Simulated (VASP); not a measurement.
# AlCl (Fm-3m) in VASP: a series of runs

Aim: see how the results for AlCl move with the level of theory and the settings. Levels: PBE+D3(BJ), PBE+D4. Tasks: relaxation of cell and atoms.

All numbers are computed with VASP 6.6.1; they aren't measurements. Logs are shortened: lines on timing, memory, paths and dates and some standing lists are left out, and cuts for length are marked.

### Step 1. Starting point

The structure is cubic, space group Fm-3m (No. 225). The conventional cell has a = 5.697 Å, b = 5.697 Å, c = 5.697 Å, α = 90.00°, β = 90.00°, γ = 90.00°. Al (site symmetry m-3m) is surrounded by 6 Cl at 2.85 Å. Around Cl (site symmetry m-3m) lie 6 Al at 2.85 Å.

The cell was built by a generator and needn't be a form met in nature.

### Step 2. Relaxation of cell and atoms, PBE+D3(BJ)

File INCAR:

```
SYSTEM = AlCl
  PREC = Accurate
  ENCUT = 600
  EDIFF = 1E-7
  ISMEAR = -1
  SIGMA = 0.05
  LREAL = .False.
  LASPH = .True.
  NELM = 80
  ALGO = Fast
  ISIF = 3
  LWAVE = .False.
  LCHARG = .False.
  GGA = PE
  IVDW = 12
  IBRION = 2
  NSW = 60
  EDIFFG = -0.02
```

File KPOINTS:

```
regular mesh
0
Gamma
  8 8 8
  0 0 0
```

File POSCAR:

```
AlCl
1.0
    0.0000000000      2.8486347600      2.8486347600
    2.8486347600      0.0000000000      2.8486347600
    2.8486347600      2.8486347600      0.0000000000
Al Cl
1 1
Direct
    0.5000000000      0.5000000000      0.5000000000
    0.0000000000      0.0000000000      0.0000000000
```

Potentials or basis: VASP PAW PBE potentials, release 64 (Al, Cl).

Run with:

```console
$ cat potpaw_PBE.64/Al/POTCAR potpaw_PBE.64/Cl/POTCAR > POTCAR
$ mpirun -np 1 vasp_std > vasp.out
```

OUTCAR:

```text
SYSTEM = AlCl
   PREC = Accurate
   ENCUT = 600
   EDIFF = 1E-7
   ISMEAR = -1
   LREAL = .False.
   LASPH = .True.
   NELM = 80
   ISIF = 3
   GGA = PE
   IVDW = 12
   IBRION = 2
   NSW = 60
   EDIFFG = -0.02
 IVDW          = 12

 ion  position               nearest neighbor table
   1  0.500  0.500  0.500-   2 2.85   2 2.85   2 2.85   2 2.85   2 2.85   2 2.85
   2  0.000  0.000  0.000-   1 2.85   1 2.85   1 2.85   1 2.85   1 2.85   1 2.85

  LATTYP: Found a face centered cubic cell.
 ALAT       =     5.6972695200

  Lattice vectors:

 A1 = (   0.0000000000,   2.8486347600,   2.8486347600)
 A2 = (   2.8486347600,   0.0000000000,   2.8486347600)
 A3 = (   2.8486347600,   2.8486347600,   0.0000000000)

Analysis of symmetry for initial positions (statically):
=====================================================================
 Subroutine PRICEL returns:
 Original cell was already a primitive cell.

 Routine SETGRP: Setting up the symmetry group for a
 face centered cubic supercell.

 Subroutine GETGRP returns: Found 48 space group operations
 (whereof 48 operations were pure point group operations)
 out of a pool of 48 trial point group operations.

The static configuration has the point symmetry O_h .

Analysis of symmetry for dynamics (positions and initial velocities):
=====================================================================
 Subroutine PRICEL returns:
 Original cell was already a primitive cell.

 Routine SETGRP: Setting up the symmetry group for a
 face centered cubic supercell.

 Subroutine GETGRP returns: Found 48 space group operations
 (whereof 48 operations were pure point group operations)
 out of a pool of 48 trial point group operations.

The dynamic configuration has the point symmetry O_h .

 Subroutine INISYM returns: Found 48 space group operations
 (whereof 48 operations are pure point group operations),
 and found     1 'primitive' translations

----------------------------------------------------------------------------------------

                                     Primitive cell

  volume of cell :      46.2317

  direct lattice vectors                    reciprocal lattice vectors
     0.000000000  2.848634760  2.848634760    -0.175522677  0.175522677  0.175522677
     2.848634760  0.000000000  2.848634760     0.175522677 -0.175522677  0.175522677
     2.848634760  2.848634760  0.000000000     0.175522677  0.175522677 -0.175522677

  length of vectors
     4.028577912  4.028577912  4.028577912     0.304014195  0.304014195  0.304014195

  position of ions in fractional coordinates (direct lattice)
     0.500000000  0.500000000  0.500000000
     0.000000000  0.000000000  0.000000000

  ion indices of the primitive-cell ions
   primitive index   ion index
                 1           1
                 2           2

----------------------------------------------------------------------------------------

 KPOINTS: regular mesh

Automatic generation of k-mesh.
 Grid dimensions read from file:
 generate k-points for:    8    8    8

 Generating k-lattice:

  Cartesian coordinates                     Fractional coordinates (reciprocal lattice)
    -0.021940335  0.021940335  0.021940335     0.125000000  0.000000000  0.000000000
     0.021940335 -0.021940335  0.021940335     0.000000000  0.125000000  0.000000000
     0.021940335  0.021940335 -0.021940335     0.000000000  0.000000000  0.125000000

  Length of vectors
     0.038001774  0.038001774  0.038001774

  Shift w.r.t. Gamma in fractional coordinates (k-lattice)
     0.000000000  0.000000000  0.000000000

 Subroutine IBZKPT returns following result:
 ===========================================

 Found     29 irreducible k-points:

 Following reciprocal coordinates:
            Coordinates               Weight
  0.000000  0.000000  0.000000      1.000000
  0.125000  0.000000  0.000000      8.000000
  0.250000  0.000000  0.000000      8.000000
  0.375000  0.000000  0.000000      8.000000
  0.500000  0.000000  0.000000      4.000000
  0.125000  0.125000  0.000000      6.000000
[... 16 lines left out ...]
  0.500000  0.250000  0.125000     48.000000
 -0.375000  0.250000  0.125000     24.000000
 [... further k-points ...]
   k-points           NKPTS =     29   k-points in BZ     NKDIM =     29   number of bands    NBANDS=      9
   number of dos      NEDOS =    301   number of ions     NIONS =      2
   total plane-waves  NPLWV =  32768
   dimension x,y,z NGX =    32 NGY =   32 NGZ =   32
   dimension x,y,z NGXF=    64 NGYF=   64 NGZF=   64
   ions per type =               1   1
   NGX,Y,Z   is equivalent  to a cutoff of  13.21, 13.21, 13.21 a.u.
   NGXF,Y,Z  is equivalent  to a cutoff of  26.41, 26.41, 26.41 a.u.
 SYSTEM =  AlCl
   PREC   = accura    normal or accurate (medium, high low for compatibility)
   ISTART =      0    job   : 0-new  1-cont  2-samecut
   ICHARG =      2    charge: 1-file 2-atom 10-const
   ISPIN  =      1    spin polarized calculation?
   LNONCOLLINEAR =      F non collinear calculations
   LSORBIT =      F    spin-orbit coupling
   LASPH  =      T    aspherical Exc in radial PAW
   ENCUT  =  600.0 eV  44.10 Ry    6.64 a.u.   8.05  8.05  8.05*2*pi/ulx,y,z
   NELM   =     80;   NELMIN=  2; NELMDL= -5     # of ELM steps
   EDIFF  = 0.1E-06   stopping-criterion for ELM
   LREAL  =      F    real-space projection
   EDIFFG = -.2E-01   stopping-criterion for IOM
   NSW    =     60    number of steps for IOM
   IBRION =      2    ionic relax: 0-MD 1-quasi-New 2-CG
   NFREE  =      1    steps in history (QN), initial steepest desc. (CG)
   ISIF   =      3    stress and relaxation
   ISYM   =      2    0-nonsym 1-usesym 2-fastsym
   POTIM  = 0.5000    time-step for ionic-motion
   TEBEG  =    0.0;   TEEND  =   0.0 temperature during run
   PSTRESS=    0.0 pullay stress
   NELECT =      10.0000    total number of electrons
   NUPDOWN=      -1.0000    fix difference up-down
   EMIN   =  10.00;   EMAX   =-10.00  energy-range for DOS
   EFERMI =   0.00;   METHOD = LEGACY
   ISMEAR =    -1;   SIGMA  =   0.05  broadening in eV -4-tet -1-fermi 0-gaus
   EFERMI_NEDOS =   21; number of points for ismear=-14 and -15
   IALGO  =     68    algorithm
   IMIX   =      4    mixing-type and parameters
     AMIX     =   0.40;   BMIX     =  1.00
     AMIX_MAG =   1.60;   BMIX_MAG =  1.00
  volume/ion in A,a.u.               =      23.12       155.99
  Fermi-wavevector in a.u.,A,eV,Ry     =   0.982716  1.857064 13.139567  0.965731
  Thomas-Fermi vector in A             =   2.113820
   LORBIT       =      0    0 simple, 1 ext, 2 COOP (PROOUT), +10 PAW based schemes
   GGA     = PE    functional components
   LHFCALC =     F    Hartree Fock is set to
   AEXX    =    0.0000 exact exchange contribution
   IVDW    =    12    specifies the selected vdW correction
   LEPSILON=     F    determine dielectric tensor
   LRPA    =     F    only Hartree local field effects (RPA)
 conjugate gradient relaxation of ions
 non-spin polarized calculation
 RMM-DIIS sequential band-by-band and
  energy-cutoff  :      600.00
  volume of cell :       46.23
 maximum number of plane-waves:      1572
   NGX = 17   NGY = 17   NGZ = 17

--------------------------------------- Ionic step        1  -------------------------------------------

 number of electron      10.0000000 magnetization

 number of electron       9.9999998 magnetization

 Free energy of the ion-electron system (eV)
  ---------------------------------------------------
  ext. energy  EPLUGINS =         0.00000000
  ---------------------------------------------------
  free energy    TOTEN  =        -5.92538248 eV

  energy without entropy =       -5.92531303  energy(sigma->0) =       -5.92534775

------------------------ aborting loop because EDIFF is reached ----------------------------------------

 Edisp (eV)   -0.43361

 E8    (eV) :    -0.1730

  FORCE on cell =-STRESS in cart. coord.  units (eV):
  Direction    XX          YY          ZZ          XY          YZ          ZX
  --------------------------------------------------------------------------------------
  -------------------------------------------------------------------------------------
  Total       1.26283     1.26283     1.26283     0.00000    -0.00000     0.00000
  in kB      43.76396    43.76396    43.76396     0.00000    -0.00000     0.00000
  external pressure =       43.76 kB  Pullay stress =        0.00 kB

 VOLUME and BASIS-vectors are now :
 -----------------------------------------------------------------------------
  energy-cutoff  :      600.00
  volume of cell :       46.23
      direct lattice vectors                 reciprocal lattice vectors
     0.000000000  2.848634760  2.848634760    -0.175522677  0.175522677  0.175522677
     2.848634760  0.000000000  2.848634760     0.175522677 -0.175522677  0.175522677
     2.848634760  2.848634760  0.000000000     0.175522677  0.175522677 -0.175522677
[... 201 lines left out ...]
 POSITION                                       TOTAL-FORCE (eV/Angst)
 -----------------------------------------------------------------------------------
      3.11694      3.11694      3.11694         0.000000      0.000000     -0.000000
      0.00000      0.00000      0.00000        -0.000000      0.000000      0.000000
 -----------------------------------------------------------------------------------
    total drift:                                0.000000     -0.000000     -0.000000

  FREE ENERGIE OF THE ION-ELECTRON SYSTEM (eV)
  ---------------------------------------------------
  free  energy   TOTEN  =        -6.6358079594 eV

  energy  without entropy=       -6.6358067245  energy(sigma->0) =       -6.63580734

--------------------------------------- Ionic step        7  -------------------------------------------

 number of electron      10.0000001 magnetization

 Free energy of the ion-electron system (eV)
  ---------------------------------------------------
  ext. energy  EPLUGINS =         0.00000000
  ---------------------------------------------------
  free energy    TOTEN  =        -6.07240049 eV

  energy without entropy =       -6.07239834  energy(sigma->0) =       -6.07239942

 E-fermi :   2.6902     XC(G=0):  -7.8097

 val. band max:        2.2460585540   @ k =   0.5000   0.0000   0.0000
 cond. band min:       3.1342422288   @ k =   0.5000   0.0000   0.0000
 fundamental gap:      0.8881836748
 Fermi energy:         2.6901567230

 k-point     1 :       0.0000    0.0000    0.0000
  band No.  band energies     occupation
      1     -13.1601      2.00000
      2      -1.3131      2.00000
      3      -1.0398      2.00000
      4      -1.0398      2.00000
      5      -1.0398      2.00000
      6       7.1743      0.00000
      7       7.1743      0.00000
      8       7.1743      0.00000
      9       8.6534      0.00000

 k-point     2 :       0.1250    0.0000    0.0000
  band No.  band energies     occupation
      1     -13.1347      2.00000
      2      -2.0635      2.00000
      3      -1.0534      2.00000
      4      -1.0534      2.00000
      5      -0.2144      2.00000
      6       6.3459      0.00000
      7       6.6736      0.00000
      8       6.6736      0.00000
      9       8.8007      0.00000
[... 253 lines left out ...]
 k-point    24 :      -0.3750    0.2500    0.1250
  band No.  band energies     occupation
      1     -12.9549      2.00000
      2      -3.0777      2.00000
      3      -1.6555      2.00000
      4      -1.3426      2.00000
      5       1.4264      2.00000
      6       4.0214      0.00000
      7       5.5798      0.00000
      8       5.6362      0.00000
      9       9.8697      0.00000

 [... further k-points ...]

------------------------ aborting loop because EDIFF is reached ----------------------------------------

 Edisp (eV)   -0.56625

 E8    (eV) :    -0.2350

  FORCE on cell =-STRESS in cart. coord.  units (eV):
  Direction    XX          YY          ZZ          XY          YZ          ZX
  --------------------------------------------------------------------------------------
  -------------------------------------------------------------------------------------
  Total      -0.00706    -0.00706    -0.00706     0.00000    -0.00000     0.00000
  in kB      -0.18913    -0.18913    -0.18913     0.00000    -0.00000     0.00000
  external pressure =       -0.19 kB  Pullay stress =        0.00 kB

 VOLUME and BASIS-vectors are now :
 -----------------------------------------------------------------------------
  energy-cutoff  :      600.00
  volume of cell :       59.77
      direct lattice vectors                 reciprocal lattice vectors
     0.000000000  3.103179335  3.103179335    -0.161125074  0.161125074  0.161125074
     3.103179335 -0.000000000  3.103179335     0.161125074 -0.161125074  0.161125074
     3.103179335  3.103179335  0.000000000     0.161125074  0.161125074 -0.161125074

 POSITION                                       TOTAL-FORCE (eV/Angst)
 -----------------------------------------------------------------------------------
      3.10318      3.10318      3.10318        -0.000000     -0.000000     -0.000000
      0.00000      0.00000      0.00000         0.000000      0.000000      0.000000
 -----------------------------------------------------------------------------------
    total drift:                                0.000000     -0.000000     -0.000000

  FREE ENERGIE OF THE ION-ELECTRON SYSTEM (eV)
  ---------------------------------------------------
  free  energy   TOTEN  =        -6.6386467901 eV

  energy  without entropy=       -6.6386446404  energy(sigma->0) =       -6.63864572

 reached required accuracy - stopping structural energy minimisation
```

Run time: 70 s. Hardware: 1 thread of Intel Xeon Platinum 8488C (Sapphire Rapids), shared host; peak memory 0.19 GiB.

What came out:

- Free energy: -6.6386 eV
- Relaxed volume: 29.88 Å³/atom
- Relaxed cell: a = 4.389 Å, b = 4.389 Å, c = 4.389 Å, α = 60.00°, β = 60.00°, γ = 60.00°
- Space group after relaxing (to 0.05 Å): Fm-3m (No. 225)
- Energy gained by relaxing: 139.8 meV/atom
- Ionic steps: 7
- Pressure after relaxing: 0.0 GPa
- Band gap on the k mesh: 0.89 eV, direct
- Dispersion energy per atom: -0.283 eV

The path:
| step | energy change (eV) | largest force (eV/Å) | pressure (GPa) | volume (Å³) |
| --- | --- | --- | --- | --- |
| 1 | 0.0000 | 0.0000 | 4.38 | 46.23 |
| 2 | -0.1590 | 0.0000 | 6.19 | 50.59 |
| 3 | -0.2588 | 0.0000 | 3.00 | 57.69 |
| 4 | -0.0112 | 0.0000 | -3.73 | 73.83 |
| 5 | -0.2343 | 0.0000 | -2.78 | 63.60 |
| 6 | -0.2768 | 0.0000 | -1.08 | 60.56 |
| 7 | -0.2797 | 0.0000 | -0.02 | 59.77 |

Final structure:
```yaml
crystal:
  lattice:
    - [0.00000, 3.10318, 3.10318]
    - [3.10318, 0.00000, 3.10318]
    - [3.10318, 3.10318, 0.00000]
  atoms:
    - { symbol: Al, position: [0.50000, 0.50000, 0.50000] }
    - { symbol: Cl, position: [0.00000, 0.00000, 0.00000] }
```

Caveat: the volume moved by over 15 % at a fixed basis, so the end points are rough. A hybrid or GW would open this gap; PBE tends to underestimate it.

### Step 3. Relaxation of cell and atoms, PBE+D4

Changes to INCAR since step 2:

```diff
@@ -14,3 +14,3 @@
   GGA = PE
-  IVDW = 12
+  IVDW = 13
   IBRION = 2
```

KPOINTS is that of step 2.

POSCAR is that of step 2.

Potentials or basis: VASP PAW PBE potentials, release 64 (Al, Cl).

Run with:

```console
$ cat potpaw_PBE.64/Al/POTCAR potpaw_PBE.64/Cl/POTCAR > POTCAR
$ mpirun -np 1 vasp_std > vasp.out
```

Run time: 69 s. Hardware: 1 thread of Intel Xeon Platinum 8488C (Sapphire Rapids), shared host; peak memory 0.17 GiB.

Results (log left out):

- Free energy: -6.7507 eV
- Relaxed volume: 27.81 Å³/atom
- Relaxed cell: a = 4.284 Å, b = 4.284 Å, c = 4.284 Å, α = 60.00°, β = 60.00°, γ = 60.00°
- Space group after relaxing (to 0.05 Å): Fm-3m (No. 225)
- Energy gained by relaxing: 149.3 meV/atom
- Ionic steps: 15
- Pressure after relaxing: 0.1 GPa
- Band gap on the k mesh: 0.54 eV, direct
- Dispersion energy per atom: -0.334 eV

Step by step:
```tsv
step	energy change (eV)	largest force (eV/Å)	pressure (GPa)	volume (Å³)
1	0.0000	0.0000	12.56	46.23
2	-0.2604	0.0000	-2.20	59.45
3	-0.2974	0.0000	0.94	55.24
4	-0.2959	0.0000	-1.05	56.41
5	-0.2985	0.0000	-0.21	55.78
6	-0.2985	0.0000	0.16	55.58
7	-0.2985	0.0000	0.16	55.59
8	-0.2985	0.0000	0.14	55.60
9	-0.2985	0.0000	0.14	55.60
10	-0.2985	0.0000	0.14	55.60
11	-0.2985	0.0000	0.14	55.60
12	-0.2985	0.0000	0.14	55.60
13	-0.2985	0.0000	0.13	55.60
14	-0.2985	0.0000	0.12	55.60
15	-0.2985	0.0000	0.10	55.61
```

Final structure:
```xyz
2
Lattice="0.0000 3.0296 3.0296 3.0296 0.0000 3.0296 3.0296 3.0296 0.0000" Properties=species:S:1:pos:R:3 pbc="T T T"
Al    3.0296    3.0296    3.0296
Cl    0.0000    0.0000    0.0000
```

Levels at points of the mesh, in eV from the valence-band top:
| k point | band 1 | band 2 | band 3 | band 4 | band 5 | band 6 | band 7 | band 8 | band 9 |
| --- | --- | --- | --- | --- | --- | --- | --- | --- | --- |
| (0.00, 0.00, 0.00) | -16.01 | -3.82 | -3.79 | -3.79 | -3.79 | 4.94 | 4.94 | 4.94 | 6.02 |
| (0.50, 0.00, 0.00) | -15.79 | -6.33 | -3.90 | -3.90 | 0.00 | 0.54 | 2.69 | 2.69 | 7.28 |
| (0.50, 0.50, 0.00) | -15.73 | -5.40 | -4.41 | -4.41 | -3.06 | 3.55 | 3.66 | 4.58 | 4.58 |

Caveat: the volume moved by over 15 % at a fixed basis, so the end points are rough. A k mesh can miss the band edges.
